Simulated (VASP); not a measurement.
# The low-index faces of Zr, part 4 of 5

Aim: compare the low-index faces of Zr at one level of theory.

VASP 6.6.1; PBE; plane waves and PAW (Zr_sv).

So far. Step 4 (Relaxing the slab, 8 atoms, face Zr(0001)): The run ended after 7 ionic steps, 0.102 eV below its first step, once the forces on the free atoms met EDIFFG = -0.03. Step 5 (Vacuum level and density of states, 8 atoms, face …): The vacuum level lies 4.18 eV above the Fermi level at the upper face; both faces agree, as the slab has next to no dipole.

### 6. Relaxing the slab, 12 atoms, face Zr(10-10)

System of this step: Zr(10-10). The cell holds 12 atoms: 12 Zr. Cell: a = 3.234 Å, b = 5.166 Å, c = 29.937 Å, α = 90.0°, β = 90.0°, γ = 90.0°. It derives from Zr. 12 layers of hcp Zr, cut at this functional's lattice. Vacuum lies along c.

Contents of INCAR:

```
SYSTEM = Zr
PREC = Normal
ENCUT = 320
EDIFF = 1E-05
NELM = 120
ISMEAR = 1
SIGMA = 0.15
LREAL = .FALSE.
ALGO = Fast
GGA = PE
NBANDS = 89
LASPH = .TRUE.
LORBIT = 11
LWAVE = .FALSE.
LCHARG = .FALSE.
KPAR = 4
IBRION = 2
NSW = 40
ISIF = 2
EDIFFG = -0.03
POTIM = 0.4
MAXMIX = 40
```

Contents of POSCAR:

```
Zr
1.0
    3.2339397499      0.0000000000      0.0000000000
    0.0000000000      5.1656717439      0.0000000000
    0.0000000000      0.0000000000     29.9369278812
Zr
12
Direct
    0.0000000000      0.0000000000      0.2505267100
    0.5000000000      0.0000000000      0.3440791900
    0.5000000000      0.5000000000      0.2817108700
    0.0000000000      0.0000000000      0.4376316800
    0.0000000000      0.5000000000      0.3752633500
    0.5000000000      0.0000000000      0.5311841600
    0.5000000000      0.5000000000      0.4688158400
    0.0000000000      0.0000000000      0.6247366500
    0.0000000000      0.5000000000      0.5623683200
    0.5000000000      0.0000000000      0.7182891300
    0.5000000000      0.5000000000      0.6559208100
    0.0000000000      0.5000000000      0.7494732900
```

Contents of KPOINTS:

```
Automatic mesh
0
Gamma
9 6 1
0 0 0
```

PAW data sets: Zr_sv (PBE family, release 64).

Launch:

```bash
$ mpirun -np 4 vasp_std
```

The program printed:

```text
[banner, memory and clock lines left out]
running    4 mpi-ranks, on    1 nodes
 distrk:  each k-point on    1 cores,    4 groups
 distr:  one band on    1 cores,    1 groups

 POSCAR found type information on POSCAR Zr
 POSCAR found :  1 types and      12 ions
 LDA part: xc-table for (Slater+PW92), standard interpolation
 POSCAR, INCAR and KPOINTS ok, starting setup
 FFT: planning ... GRIDC
 FFT: planning ... GRID_SOFT
 FFT: planning ... GRID
 WAVECAR not read
 entering main loop
       N       E                     dE             d eps       ncg     rms          rms(c)
DAV:   1     0.113518636527E+04    0.11352E+04   -0.62804E+04  4472   0.107E+03
DAV:   2     0.287833387674E+02   -0.11064E+04   -0.10743E+04  3972   0.376E+02
DAV:   3    -0.848792569946E+02   -0.11366E+03   -0.11018E+03  5816   0.739E+01
DAV:   4    -0.103829226066E+03   -0.18950E+02   -0.18772E+02  5904   0.299E+01
DAV:   5    -0.106425284449E+03   -0.25961E+01   -0.25907E+01  5367   0.868E+00    0.338E+01
RMM:   6    -0.147077681718E+03   -0.40652E+02   -0.13501E+02  4574   0.161E+01    0.219E+01
RMM:   7    -0.146015575008E+03    0.10621E+01   -0.78140E+01  4419   0.129E+01    0.240E+01
RMM:   8    -0.100087502203E+03    0.45928E+02   -0.11352E+01  4195   0.749E+00    0.928E+00
RMM:   9    -0.990012787510E+02    0.10862E+01   -0.41751E+00  4923   0.312E+00    0.671E+00
RMM:  10    -0.991786241016E+02   -0.17735E+00   -0.99913E-01  4779   0.197E+00    0.504E+00
RMM:  11    -0.986513990453E+02    0.52723E+00   -0.68928E-01  4526   0.212E+00    0.148E+00
RMM:  12    -0.986149727714E+02    0.36426E-01   -0.53700E-01  4941   0.128E+00    0.642E-01
RMM:  13    -0.986258112503E+02   -0.10838E-01   -0.14212E-01  5440   0.669E-01    0.346E-01
RMM:  14    -0.986290892912E+02   -0.32780E-02   -0.59348E-02  5509   0.383E-01    0.211E-01
RMM:  15    -0.986314055359E+02   -0.23162E-02   -0.25584E-02  5816   0.254E-01    0.108E-01
RMM:  16    -0.986333113724E+02   -0.19058E-02   -0.16326E-02  5955   0.170E-01    0.916E-02
RMM:  17    -0.986339729303E+02   -0.66156E-03   -0.78448E-03  5745   0.125E-01    0.420E-02
RMM:  18    -0.986345509435E+02   -0.57801E-03   -0.56833E-03  5586   0.882E-02    0.336E-02
RMM:  19    -0.986348130071E+02   -0.26206E-03   -0.25024E-03  5550   0.724E-02    0.264E-02
RMM:  20    -0.986350232622E+02   -0.21026E-03   -0.19368E-03  5289   0.538E-02    0.906E-03
RMM:  21    -0.986351871161E+02   -0.16385E-03   -0.10351E-03  4804   0.432E-02    0.102E-02
RMM:  22    -0.986353153379E+02   -0.12822E-03   -0.76783E-04  4383   0.343E-02    0.458E-03
RMM:  23    -0.986354216962E+02   -0.10636E-03   -0.43403E-04  3894   0.269E-02    0.337E-03
RMM:  24    -0.986355030387E+02   -0.81343E-04   -0.29991E-04  3596   0.215E-02    0.245E-03
RMM:  25    -0.986355475049E+02   -0.44466E-04   -0.17680E-04  3049   0.173E-02    0.243E-03
RMM:  26    -0.986355742263E+02   -0.26721E-04   -0.11835E-04  2798   0.140E-02    0.199E-03
RMM:  27    -0.986355858453E+02   -0.11619E-04   -0.82057E-05  2459   0.117E-02    0.186E-03
RMM:  28    -0.986355883892E+02   -0.25438E-05   -0.46375E-05  2168   0.992E-03
   1 F= -.98635588E+02 E0= -.98631454E+02  d E =-.986356E+02
 curvature:   0.00 expect dE= 0.000E+00 dE for cont linesearch  0.000E+00
 trial: gam= 0.00000 g(F)=  0.214E-01 g(S)=  0.000E+00 ort = 0.000E+00 (trialstep = 0.100E+01)
 search vector abs. value=  0.214E-01
 bond charge predicted
       N       E                     dE             d eps       ncg     rms          rms(c)
DAV:   1    -0.986449187188E+02   -0.93329E-02   -0.42906E+00  4208   0.825E+00    0.305E-01
RMM:   2    -0.986534776690E+02   -0.85590E-02   -0.92916E-02  3747   0.111E+00    0.222E-01
RMM:   3    -0.986544490918E+02   -0.97142E-03   -0.13134E-02  5055   0.311E-01    0.174E-01
RMM:   4    -0.986544084644E+02    0.40627E-04   -0.34693E-03  5739   0.149E-01    0.697E-02
RMM:   5    -0.986545410469E+02   -0.13258E-03   -0.12254E-03  5922   0.771E-02    0.373E-02
WARNING in EDDRMM: call to ZHEGV failed, returncode =   8  4     42
RMM:   6    -0.986546268875E+02   -0.85841E-04   -0.58497E-04  5513   0.513E-02    0.298E-02
RMM:   7    -0.986546465374E+02   -0.19650E-04   -0.25144E-04  4941   0.374E-02    0.196E-02
RMM:   8    -0.986546715977E+02   -0.25060E-04   -0.16756E-04  4436   0.291E-02    0.106E-02
RMM:   9    -0.986546853668E+02   -0.13769E-04   -0.10401E-04  3790   0.221E-02    0.657E-03
RMM:  10    -0.986546900309E+02   -0.46641E-05   -0.60138E-05  3394   0.173E-02
   2 F= -.98654690E+02 E0= -.98650968E+02  d E =-.191016E-01
[...]
WARNING in EDDRMM: call to ZHEGV failed, returncode =   8  4     27
[...]
WARNING in EDDRMM: call to ZHEGV failed, returncode =   8  4     36
[... from here on, the cycles between the ionic steps are left out ...]
   3 F= -.98685657E+02 E0= -.98683544E+02  d E =-.500684E-01
   4 F= -.98686912E+02 E0= -.98685385E+02  d E =-.513236E-01
[...]
WARNING in EDDRMM: call to ZHEGV failed, returncode =   8  4     35
[...]
WARNING in EDDRMM: call to ZHEGV failed, returncode =   6  3     50
[...]
WARNING in EDDRMM: call to ZHEGV failed, returncode =   8  4     22
WARNING in EDDRMM: call to ZHEGV failed, returncode =   8  4     33
   5 F= -.98691492E+02 E0= -.98689893E+02  d E =-.458041E-02
[...]
WARNING in EDDRMM: call to ZHEGV failed, returncode =   8  4     44
WARNING in EDDRMM: call to ZHEGV failed, returncode =   8  4     20
[...]
WARNING in EDDRMM: call to ZHEGV failed, returncode =   6  3     75
   6 F= -.98693856E+02 E0= -.98692193E+02  d E =-.694411E-02
   7 F= -.98693880E+02 E0= -.98692220E+02  d E =-.696750E-02
[...]
WARNING in EDDRMM: call to ZHEGV failed, returncode =   6  3     42
   8 F= -.98694575E+02 E0= -.98692812E+02  d E =-.695425E-03
[...]
WARNING in EDDRMM: call to ZHEGV failed, returncode =   6  3     38
[...]
WARNING in EDDRMM: call to ZHEGV failed, returncode =   6  3     49
   9 F= -.98694887E+02 E0= -.98692928E+02  d E =-.100774E-02
 curvature:  -3.36 expect dE=-0.960E-03 dE for cont linesearch -0.720E-05
 trial: gam= 0.79272 g(F)=  0.286E-03 g(S)=  0.000E+00 ort =-0.295E-04 (trialstep = 0.255E+01)
 search vector abs. value=  0.494E-03
 bond charge predicted
       N       E                     dE             d eps       ncg     rms          rms(c)
DAV:   1    -0.986942403855E+02    0.64156E-03   -0.62058E-01  3758   0.349E+00    0.106E-01
RMM:   2    -0.986953046195E+02   -0.10642E-02   -0.11614E-02  3659   0.458E-01    0.606E-02
RMM:   3    -0.986954223401E+02   -0.11772E-03   -0.18365E-03  5115   0.126E-01    0.542E-02
RMM:   4    -0.986954622416E+02   -0.39902E-04   -0.44729E-04  5356   0.626E-02    0.738E-02
WARNING in EDDRMM: call to ZHEGV failed, returncode =   6  3     30
WARNING in EDDRMM: call to ZHEGV failed, returncode =   6  3     43
RMM:   5    -0.986954625828E+02   -0.34120E-06   -0.14257E-04  4993   0.314E-02    0.753E-02
RMM:   6    -0.986954584715E+02    0.41113E-05   -0.74653E-05  4261   0.224E-02
  10 F= -.98695458E+02 E0= -.98693434E+02  d E =-.571203E-03
 ZBRENT: can't locate minimum, use default step
 trial-energy change:   -0.000571  1 .order   -0.000586   -0.000669   -0.000503
 step:  10.2017(harm= 10.2404)  dis= 0.01788  next Energy=   -98.696231 (dE=-0.134E-02)
 reached required accuracy - stopping structural energy minimisation
```

Elapsed: 11 min, on 4 MPI ranks of Intel Xeon Platinum 8259CL at 2.50GHz (Skylake/Cascade Lake), shared host; peak memory 1.7 GiB; 43 min of CPU time.

Parts of OUTCAR (step 6):

```text
   k-points           NKPTS =     20   k-points in BZ     NKDIM =     20   number of bands    NBANDS=     89

   ENCUT  =  320.0 eV  23.52 Ry    4.85 a.u.   4.72  7.53 43.67*2*pi/ulx,y,z

   NELECT =     144.0000    total number of electrons

 E-fermi :   3.4387

 k-point     1 :       0.0000    0.0000    0.0000
  band No.  band energies     occupation
    ...
     65       3.0151      2.00048
     66       3.0756      2.00328
     67       3.2277      2.06308
     68       3.2345      2.06617
     69       3.3599      1.76708
     70       3.5023      0.34920
     71       3.8499     -0.00074
     72       3.9694     -0.00001
     73       4.0347     -0.00000
     74       4.1342     -0.00000
    ...

  Total       -6.3495662     -3.6731026     -2.0638442      0.0000000      0.0000000      0.0000000
  in kB      -20.3417670    -11.7673233     -6.6118277      0.0000000      0.0000000      0.0000000
  external PRESSURE =     -12.9069726 kB  Pullay stress =       0.0000000 kB

 POSITION                                       TOTAL-FORCE (eV/Angst)
 -----------------------------------------------------------------------------------
      0.00000      0.00000      7.59645         0.000000      0.000000      0.026108
      1.61697      0.00000     10.25217         0.000000      0.000000      0.000343
      1.61697      2.58284      8.46432         0.000000      0.000000      0.010542
      0.00000      0.00000     13.06926         0.000000      0.000000      0.026835
      0.00000      2.58284     11.22919         0.000000      0.000000      0.001783
      1.61697      0.00000     15.90753         0.000000      0.000000     -0.029371
      1.61697      2.58284     14.02940         0.000000      0.000000      0.029371
      0.00000      0.00000     18.70774         0.000000      0.000000     -0.001783
      0.00000      2.58284     16.86767         0.000000      0.000000     -0.026835
      1.61697      0.00000     21.47261         0.000000      0.000000     -0.010542
      1.61697      2.58284     19.68476         0.000000      0.000000     -0.000343
      0.00000      2.58284     22.34048         0.000000      0.000000     -0.026108
 -----------------------------------------------------------------------------------
    total drift:                                0.000000     -0.000000     -0.000000

  FREE ENERGIE OF THE ION-ELECTRON SYSTEM (eV)
  ---------------------------------------------------
  free  energy   TOTEN  =       -98.6954584715 eV

  energy  without entropy=      -98.6893841976  energy(sigma->0) =      -98.69343371

[... 1 part as in an earlier step ...]

[... 15 further parts left out ...]
```

CONTCAR:

```
Zr
   1.00000000000000
     3.2339397499000002    0.0000000000000000    0.0000000000000000
     0.0000000000000000    5.1656717438999999    0.0000000000000000
     0.0000000000000000    0.0000000000000000   29.9369278811999990
  Zr
    12
Direct
     0.0000000000000000    0.0000000000000000    0.2537484251631791
     0.5000000000000000    0.0000000000000000    0.3424588599779712
     0.5000000000000000    0.5000000000000000    0.2827383582028701
     0.0000000000000000    0.0000000000000000    0.4365598058250715
     0.0000000000000000    0.5000000000000000    0.3750949815477158
     0.5000000000000000    0.0000000000000000    0.5313682109272044
     0.5000000000000000    0.5000000000000000    0.4686317890727955
     0.0000000000000000    0.0000000000000000    0.6249050184522842
     0.0000000000000000    0.5000000000000000    0.5634401941749284
     0.5000000000000000    0.0000000000000000    0.7172616417971300
     0.5000000000000000    0.5000000000000000    0.6575411400220287
     0.0000000000000000    0.5000000000000000    0.7462515748368209
```

The run keeps the 8 symmetry operations of its start, so it cannot find a distortion of lower symmetry.

Relaxation path:

| step | energy less that of the first step (eV) | largest force (eV/Å) |
| --- | --- | --- |
| 1 | 0.0000 | 0.4260 |
| 2 | -0.0191 | 0.3481 |
| 3 | -0.0501 | 0.1170 |
| 4 | -0.0513 | 0.1536 |
| 5 | -0.0559 | 0.1066 |
| 6 | -0.0583 | 0.0537 |
| 7 | -0.0583 | 0.0502 |
| 8 | -0.0590 | 0.0384 |
| 9 | -0.0593 | 0.0397 |
| 10 | -0.0599 | 0.0294 |

The atoms that moved most (Å):

| atom | dx | dy | dz | length |
| --- | --- | --- | --- | --- |
| Zr1 | 0.000 | 0.000 | 0.096 | 0.096 |
| Zr12 | 0.000 | 0.000 | -0.096 | 0.096 |
| Zr2 | 0.000 | 0.000 | -0.049 | 0.049 |
| Zr11 | 0.000 | 0.000 | 0.049 | 0.049 |
| Zr4 | 0.000 | 0.000 | -0.032 | 0.032 |
| Zr9 | 0.000 | 0.000 | 0.032 | 0.032 |
| Zr10 | 0.000 | 0.000 | -0.031 | 0.031 |
| Zr3 | 0.000 | 0.000 | 0.031 | 0.031 |

The relaxed structure:

```cif
data_structure
_symmetry_space_group_name_H-M 'P 1'
_symmetry_Int_Tables_number 1
_cell_length_a 3.2339
_cell_length_b 5.1657
_cell_length_c 29.9369
_cell_angle_alpha 90.000
_cell_angle_beta 90.000
_cell_angle_gamma 90.000
_cell_volume 500.11
loop_
_atom_site_label
_atom_site_type_symbol
_atom_site_fract_x
_atom_site_fract_y
_atom_site_fract_z
_atom_site_occupancy
Zr1 Zr 0.00000 0.00000 0.25375 1
Zr2 Zr 0.50000 0.00000 0.34246 1
Zr3 Zr 0.50000 0.50000 0.28274 1
Zr4 Zr 0.00000 0.00000 0.43656 1
Zr5 Zr 0.00000 0.50000 0.37509 1
Zr6 Zr 0.50000 0.00000 0.53137 1
Zr7 Zr 0.50000 0.50000 0.46863 1
Zr8 Zr 0.00000 0.00000 0.62491 1
Zr9 Zr 0.00000 0.50000 0.56344 1
Zr10 Zr 0.50000 0.00000 0.71726 1
Zr11 Zr 0.50000 0.50000 0.65754 1
Zr12 Zr 0.00000 0.50000 0.74625 1
```

Numbers from this step:

```yaml
electronic_cycles: 103
electrons: 144
free_energy_toten: -98.6955 eV
energy_at_zero_smearing: -98.6934 eV
fermi_energy: 3.439 eV
```

The run ended after 10 ionic steps, 0.060 eV below its first step, once the forces on the free atoms met EDIFFG = -0.03.

[end of part 4 of 5]

[Lines on the potential files, build, host, timing and source positions are cut from VASP's logs without a mark.]

[Logs are printed without paths, hosts, clocks, repeated set-up lines and the standing remarks that a program may print on its own settings, such as how far it seeks lower states.]

[Hosts, paths, dates, database ids (printed as entryN), source tags and the programs' standing remarks are cut or masked in the printed files.]

[Runs that stopped without an error message from VASP are left out.]
